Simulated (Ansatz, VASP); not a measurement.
# Cross-check of ZrGe between VASP and Ansatz, part 2 of 2

Aim: how closely do two programs agree when they are given the same cell, functional and k mesh? The cell is generated by rule, not measured, and may not be a known phase. The cell is taken from a series of runs on this material, whose earlier steps may have relaxed, scaled, displaced or heated it; both programs get it as it stands.

VASP 6.6.1 and Ansatz 0.2.0.

So far: Starting point; VASP: relaxation of cell and atoms, LDA, pair 1; Ansatz: relaxation of cell and atoms, LDA, pair 1; Comparison.

## 5. VASP: relaxation of cell and atoms, LDA, pair 2

Level of this step: LDA; plane waves and PAW (Zr_sv, Ge_d); invented cell (VASP).

The relaxed volume is the usual yardstick between codes: in a stiff, nearly cubic crystal its relative difference is about their pressure difference at one cell divided by the bulk modulus. Its start cell is another than that of the pair before, and may be another structure of the material.

Input file INCAR:

```
SYSTEM = ZrGe
PREC = Accurate
ENCUT = 500
EDIFF = 1E-07
NELM = 120
ISMEAR = 0
SIGMA = 0.1
LREAL = .FALSE.
ALGO = Normal
GGA = CA
NBANDS = 19
LASPH = .TRUE.
LORBIT = 11
LWAVE = .FALSE.
LCHARG = .FALSE.
ISIF = 3
IBRION = 2
NSW = 80
EDIFFG = -0.005
GGA_COMPAT = .FALSE.
NELMIN = 4
KPAR = 2
```

Input file POSCAR:

```
ZrGe
1.0
   -2.5443350000      2.5443350000      1.4753360000
    2.5443350000     -2.5443350000      1.4753360000
    2.5443350000      2.5443350000     -1.4753360000
Zr Ge
1 1
Direct
    0.0000000000      0.0000000000      0.0000000000
    0.2500000000      0.7500000000      0.5000000000
```

Input file KPOINTS:

```
Automatic mesh
0
Gamma
16 16 16
0 0 0
```

The projector-augmented-wave data sets are Zr_sv and Ge_d (LDA family, release 64).

Command:

```bash
> mpirun -np 2 vasp_std
```

Numbers of over 12 decimals in the logs are rounded to 6 here.

Log:

```text
[... set-up lines as in an earlier step ...]
 entering main loop
       N       E                     dE             d eps       ncg     rms          rms(c)
DAV:   1     0.232147044650E+03    0.23215E+03   -0.13628E+04 15082   0.311E+03
DAV:   2     0.870214001098E+01   -0.22344E+03   -0.21693E+03 13374   0.637E+02
DAV:   3    -0.151532415150E+02   -0.23855E+02   -0.23431E+02 14986   0.137E+02
DAV:   4    -0.163314632624E+02   -0.11782E+01   -0.11716E+01 21388   0.280E+01
[...]
DAV:  11    -0.156254165275E+02    0.51968E-05   -0.27492E-05 18575   0.731E-02    0.837E-03
DAV:  12    -0.156254164069E+02    0.12060E-06   -0.10933E-06 17858   0.143E-02    0.261E-03
DAV:  13    -0.156254163797E+02    0.27173E-07   -0.81351E-08  9144   0.338E-03
   1 F= -.15625416E+02 E0= -.15624111E+02  d E =-.156254E+02
[...]
N       E                     dE             d eps       ncg     rms          rms(c)
DAV:   1    -0.156290951474E+02   -0.36787E-02   -0.73604E-02 17324   0.381E+00    0.501E-01
[...]
DAV:   6    -0.156254185454E+02    0.31195E-06   -0.22314E-06 14513   0.152E-02    0.710E-03
DAV:   7    -0.156254183292E+02    0.21617E-06   -0.11639E-06 20043   0.879E-03    0.128E-03
DAV:   8    -0.156254183306E+02   -0.13524E-08   -0.46618E-08  8119   0.224E-03
   2 F= -.15625418E+02 E0= -.15624117E+02  d E =-.195084E-05
 trial-energy change:   -0.000002  1 .order    0.000013   -0.000194    0.000221
 step:   0.5228(harm=  0.4682)  dis= 0.00000  next Energy=   -15.625469 (dE=-0.529E-04)
[...]
N       E                     dE             d eps       ncg     rms          rms(c)
DAV:   1    -0.156263053920E+02   -0.88706E-03   -0.16722E-02 17315   0.180E+00    0.239E-01
DAV:   2    -0.156256281087E+02    0.67728E-03   -0.13893E-03 18078   0.508E-01    0.828E-02
DAV:   3    -0.156254746686E+02    0.15344E-03   -0.43397E-04 21852   0.252E-01    0.421E-02
DAV:   4    -0.156254697448E+02    0.49238E-05   -0.26371E-05 16959   0.472E-02    0.184E-02
DAV:   5    -0.156254682708E+02    0.14740E-05   -0.13431E-05 21831   0.260E-02    0.779E-03
DAV:   6    -0.156254682025E+02    0.68333E-07   -0.52913E-07 14302   0.745E-03
   3 F= -.15625468E+02 E0= -.15624165E+02  d E =-.518227E-04
[...]
reached required accuracy - stopping structural energy minimisation
```

From OUTCAR (step 5):

```text
  Total       -0.0061775     -0.0061775      0.0035060      0.0000000      0.0000000      0.0000000
  in kB       -0.2585675     -0.2585675      0.1467497      0.0000000      0.0000000      0.0000000
  external PRESSURE =      -0.1234618 kB  Pullay stress =       0.0000000 kB

 POSITION                                       TOTAL-FORCE (eV/Angst)
 -----------------------------------------------------------------------------------
      0.00000      0.00000     -0.00000         0.000000      0.000000      0.000000
      2.54610     -0.00000      0.73809        -0.000000     -0.000000     -0.000000
 -----------------------------------------------------------------------------------
    total drift:                                0.000000     -0.000000      0.000000

  FREE ENERGIE OF THE ION-ELECTRON SYSTEM (eV)
  ---------------------------------------------------
  free  energy   TOTEN  =       -15.6254682025 eV

  energy  without entropy=      -15.6228622145  energy(sigma->0) =      -15.62416521

[... 1 part as in an earlier step ...]

[... 3 further parts left out ...]
[key lines of the parts left out:]
E-fermi :   8.8195
```

## 6. Ansatz: relaxation of cell and atoms, LDA, pair 2

The same cell, functional (in two slightly different forms), mesh and smearing now go to Ansatz, which takes its cutoff from its data sets.

The cell is taken from a series of runs on this material, whose earlier steps may have relaxed, scaled, displaced or heated it; both programs get it as it stands.

Input file input.yaml:

```yaml
crystal:
  lattice:
    - [-2.544334583, 2.544334583, 1.4753364938]
    - [2.544334583, -2.544334583, 1.4753364938]
    - [2.544334583, 2.544334583, -1.4753364938]
  atoms:
    - { symbol: Zr, position: [0.0, 0.0, 0.0] }
    - { symbol: Ge, position: [0.25, 0.75, 0.5] }
kpoints:
  mp_grid: { grid: [16, 16, 16] }
hamiltonian:
  xc: lda
scf:
  occupations: { method: gaussian, width: 0.1 }
output:
  forces: true
  stress: true
  eigenvalues: true
relax:
  adjacent_minimum: "off"
  f_tol: 0.001
  max_steps: 60
  cell: { stress_tol: 0.01 }
```

Command:

```bash
> ansatz run input.yaml --threads 4 --pin off --max-ram 7168MiB --backend cpu --events-out ev --progress --plain --runs-dir out
```

Log:

```text
[...]
Crystal: 2 atoms, lattice volume = 38.203 Å³
Basis set: ecut = 420 eV, 757 PW (Γ)
Bands: 17, of which v1, the nominal top of the filled ones, is band 13 counted from 1 (12 counted from 0)
Symmetry: 8 space group operations
[...]
k-points: 349 of 4096 (time reversal used)
[...]
k-point 348: bands = [... 9 lower, 4.3293, 11.0717, 11.0717, 11.5805, 16.8837, 17.2833, 17.6132, 17.6132]
--- Relaxed structure (3 steps of the walk, 3 accepted, 1 SCFs on fresh bases) ---
[...]
cell:  # Å, volume = 38.1999 Å³
    - [-2.543810, 2.543810, 1.475819]
    - [2.543810, -2.543810, 1.475819]
    - [2.543810, 2.543810, -1.475819]
  atoms:
    - { symbol: Zr, position: [0, 0, 0] }
    - { symbol: Ge, position: [0.250000, 0.750000, 0.500000] }
[key lines of the parts left out:]
SCF converged after 5 iterations
Free energy (F): -8294.323378 eV
Fermi energy:    13.936248 eV
P = ⅓ Tr σ = 0.0012 GPa (0.012 kbar)
```

## 7. Comparison

Compared:

```
                                         quantity  Ansatz   VASP  difference
                                      volume (Å³)   38.20  38.28     -0.20 %
edge a after relaxation, in the typed setting (Å)   3.888  3.892     -0.08 %
```

## 8. Ansatz: relaxation of cell and atoms, LDA, pair 3

The relaxed volume is the usual yardstick between codes: in a stiff, nearly cubic crystal its relative difference is about their pressure difference at one cell divided by the bulk modulus. This pair takes another cell of the material, with 8 atoms against 2 for the pair before.

The cell is taken from a series of runs on this material, whose earlier steps may have relaxed, scaled, displaced or heated it; both programs get it as it stands.

input.yaml, the sections that differ from step 6:

```yaml
crystal:
  lattice:
    - [-2.740913469, 2.740913469, 5.4941180335]
    - [2.740913469, -2.740913469, 5.4941180335]
    - [2.740913469, 2.740913469, -5.4941180335]
  atoms:
    - { symbol: Zr, position: [0.992903912, 0.3455649035, 0.0] }
    - { symbol: Zr, position: [0.3455649035, 0.992903912, 0.0] }
    - { symbol: Zr, position: [0.007096088, 0.007096088, 0.3526609915] }
    - { symbol: Zr, position: [0.6544350965, 0.6544350965, 0.6473390085] }
    - { symbol: Ge, position: [0.5, 0.0, 0.5] }
    - { symbol: Ge, position: [0.0, 0.5, 0.5] }
    - { symbol: Ge, position: [0.6102734788, 0.6102734788, 0.0] }
    - { symbol: Ge, position: [0.3897265212, 0.3897265212, 0.0] }
kpoints:
  mp_grid: { grid: [10, 10, 10] }
# hamiltonian, scf, output, relax: as in step 6
```

Log:

```text
[...]
Crystal: 8 atoms, lattice volume = 165.101 Å³
Basis set: ecut = 420 eV, 3211 PW (Γ)
Bands: 63, of which v1, the nominal top of the filled ones, is band 52 counted from 1 (51 counted from 0)
Symmetry: 8 space group operations
[...]
k-points: 102 of 1000 (time reversal used)
[...]
- [2.739796, 2.739796, -5.496999]
  atoms:
    - { symbol: Zr, position: [0.993025, 0.345573, 0.0] }
    - { symbol: Zr, position: [0.345573, 0.993025, 0.0] }
    - { symbol: Zr, position: [0.0069751, 0.0069751, 0.352548] }
    - { symbol: Zr, position: [0.654427, 0.654427, 0.647452] }
    - { symbol: Ge, position: [0.500000, 0, 0.500000] }
    - { symbol: Ge, position: [0, 0.500000, 0.500000] }
    - { symbol: Ge, position: [0.610247, 0.610247, 0] }
    - { symbol: Ge, position: [0.389753, 0.389753, 0] }
[key lines of the parts left out:]
SCF converged after 8 iterations
Free energy (F): -33172.329641 eV
Fermi energy:    12.333737 eV
P = ⅓ Tr σ = -0.0006 GPa (-0.006 kbar)
```

## 9. VASP: relaxation of cell and atoms, LDA, pair 3

The same cell, functional (in two slightly different forms), mesh and smearing now go to VASP, with its own data sets.

Edit INCAR of step 5 so:

```diff
@@ -10,3 +10,3 @@
 GGA = CA
-NBANDS = 19
+NBANDS = 64
 LASPH = .TRUE.
```

Input file POSCAR:

```
ZrGe
1.0
   -2.7409130000      2.7409130000      5.4941180000
    2.7409130000     -2.7409130000      5.4941180000
    2.7409130000      2.7409130000     -5.4941180000
Zr Ge
4 4
Direct
    0.9929039649      0.3455649213      0.0000000000
    0.3455649213      0.9929039649      0.0000000000
    0.0070960351      0.0070960351      0.3526609564
    0.6544350787      0.6544350787      0.6473390436
    0.5000000000      0.0000000000      0.5000000000
    0.0000000000      0.5000000000      0.5000000000
    0.6102734779      0.6102734779      0.0000000000
    0.3897265221      0.3897265221      0.0000000000
```

Input file KPOINTS:

```
Automatic mesh
0
Gamma
10 10 10
0 0 0
```

Command:

```bash
> mpirun -np 2 vasp_std
```

Log:

```text
[banner, memory and clock lines left out]
running    2 mpi-ranks, on    1 nodes
[...]
LDA part: xc-table for (Slater(with rela. corr.)+CA(PZ))
 , standard interpolation
 POSCAR, INCAR and KPOINTS ok, starting setup
[...]
entering main loop
       N       E                     dE             d eps       ncg     rms          rms(c)
DAV:   1     0.157410923284E+04    0.15741E+04   -0.46107E+04 17792   0.354E+03
DAV:   2     0.266687866401E+03   -0.13074E+04   -0.12501E+04 13152   0.111E+03
DAV:   3    -0.193299104149E+02   -0.28602E+03   -0.27715E+03 14264   0.283E+02
DAV:   4    -0.572210289349E+02   -0.37891E+02   -0.37050E+02 19344   0.982E+01
[...]
DAV:  12    -0.575386903095E+02    0.23979E-05   -0.37430E-05 18368   0.436E-02    0.598E-03
DAV:  13    -0.575386903606E+02   -0.51077E-07   -0.39065E-06 17936   0.143E-02    0.247E-03
DAV:  14    -0.575386903366E+02    0.24065E-07   -0.31060E-07 12696   0.328E-03
   1 F= -.57538690E+02 E0= -.57522661E+02  d E =-.575387E+02
[...]
DAV:   8    -0.575387412720E+02   -0.43781E-07   -0.57911E-07 13696   0.513E-03
   2 F= -.57538741E+02 E0= -.57522625E+02  d E =-.509354E-04
 trial-energy change:   -0.000051  1 .order   -0.000050   -0.000693    0.000593
 step:   0.5389(harm=  0.5389)  dis= 0.00044  next Energy=   -57.538877 (dE=-0.187E-03)
[...]
N       E                     dE             d eps       ncg     rms          rms(c)
DAV:   1    -0.575409655203E+02   -0.22243E-02   -0.52404E-02 15792   0.184E+00    0.362E-01
DAV:   2    -0.575393620097E+02    0.16035E-02   -0.50673E-03 17440   0.517E-01    0.146E-01
DAV:   3    -0.575388975238E+02    0.46449E-03   -0.12916E-03 19264   0.241E-01    0.755E-02
DAV:   4    -0.575388877309E+02    0.97929E-05   -0.18629E-04 18864   0.568E-02    0.335E-02
DAV:   5    -0.575388800004E+02    0.77305E-05   -0.55247E-05 20144   0.352E-02    0.210E-02
DAV:   6    -0.575388796889E+02    0.31146E-06   -0.91629E-06 17216   0.145E-02    0.103E-02
DAV:   7    -0.575388795413E+02    0.14761E-06   -0.22547E-06 16920   0.884E-03    0.198E-03
DAV:   8    -0.575388795500E+02   -0.86566E-08   -0.11388E-07  9256   0.248E-03
   3 F= -.57538880E+02 E0= -.57522803E+02  d E =-.189213E-03
[...]
reached required accuracy - stopping structural energy minimisation
```

Parts of OUTCAR (step 9):

```text
  Total       -0.0339660     -0.0339660      0.0143611      0.0000000      0.0000000      0.0000000
  in kB       -0.3290571     -0.3290571      0.1391281      0.0000000      0.0000000      0.0000000
  external PRESSURE =      -0.1729954 kB  Pullay stress =       0.0000000 kB

 POSITION                                       TOTAL-FORCE (eV/Angst)
 -----------------------------------------------------------------------------------
     -1.77559      1.77559      7.35931        -0.003149      0.003149      0.001601
      1.77559     -1.77559      7.35931         0.003149     -0.003149      0.001601
      0.96663      0.96663     -1.86112        -0.003149     -0.003149     -0.001601
      1.77559      1.77559      3.63708         0.003149      0.003149     -0.001601
      0.00000      2.74222      0.00000         0.000000     -0.000000      0.000000
      2.74222      0.00000      0.00000         0.000000     -0.000000      0.000000
      0.00000      0.00000      6.71072         0.000000     -0.000000     -0.000128
      0.00000      0.00000      4.28567         0.000000     -0.000000      0.000128
 -----------------------------------------------------------------------------------
    total drift:                                0.000003      0.000003      0.000004

  FREE ENERGIE OF THE ION-ELECTRON SYSTEM (eV)
  ---------------------------------------------------
  free  energy   TOTEN  =       -57.5388795500 eV

  energy  without entropy=      -57.5067270580  energy(sigma->0) =      -57.52280330

[... 1 part as in an earlier step ...]

[... 3 further parts left out ...]
[key lines of the parts left out:]
E-fermi :   7.5939
```

## 10. Comparison

The two programs side by side:

```
                                         quantity  Ansatz    VASP  difference
                                      volume (Å³)  165.05  165.38     -0.20 %
edge a after relaxation, in the typed setting (Å)   6.725   6.728     -0.04 %
```

## 11. Outcome

| Property | Result |
| --- | --- |
| difference in volume (relaxation of cell and atoms, LDA, pair 1) | -0.21 % |
| difference in volume (relaxation of cell and atoms, LDA, pair 2) | -0.20 % |
| difference in volume (relaxation of cell and atoms, LDA, pair 3) | -0.20 % |

The difference in volume is -0.21 % (relaxation of cell and atoms, LDA, pair 1), within the 1.2 % picked in this series as the mark of a large difference, as far as the stopping tolerances let one tell. 2 further runs of this series are not shown here. Such differences can come from data sets, numerical settings and the points named under the comparisons, not from the functional's error against experiment.

[Lines on the potential files, build, host, timing and source positions are cut from VASP's logs without a mark.]

[Logs are printed without paths, hosts, clocks, repeated set-up lines and the standing remarks that a program may print on its own settings, such as how far it seeks lower states.]

[Hosts, paths, dates, database ids (printed as entryN), source tags and the programs' standing remarks are cut or masked in the printed files.]
